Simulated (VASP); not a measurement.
Data:

```
Ho
1.0
    1.79000    -3.10037     0.00000
    1.79000     3.10037     0.00000
    0.00000     0.00000     5.62000
Ho
2
Cartesian
  1.79000   1.03346   1.40500
  1.79000  -1.03346   4.21500
```

Computed with PBE GGA, VASP's PBE PAW potentials (set 64) (plane waves; VASP 6.6.1). Settings: 250 eV cut-off, 11×11×6 Γ-centred mesh, first-order Methfessel-Paxton smearing of 0.10 eV, potentials Ho_3.

The 4f electrons are frozen in the core of the lanthanide potential, so 4f levels, which can set the real gap, and their magnetism are missing.

Question: Predict the energy per atom (σ→0), band gap (on the k-mesh) with the smallest direct gap where there is one.

Answer: 
```
Property                                                    Result
------------------------  ----------------------------------------
band gap (on the k-mesh)  none (metal, semimetal or under 0.01 eV)
energy per atom (σ→0)                               -4514 meV/atom
```

Only differences to runs with the same potentials and settings are physical.

The compound is Ho in the hcp structure. The cell was not relaxed at this level. The run is one of a series of settings (ENCUT = 250 against the base run), some of them coarse on purpose.
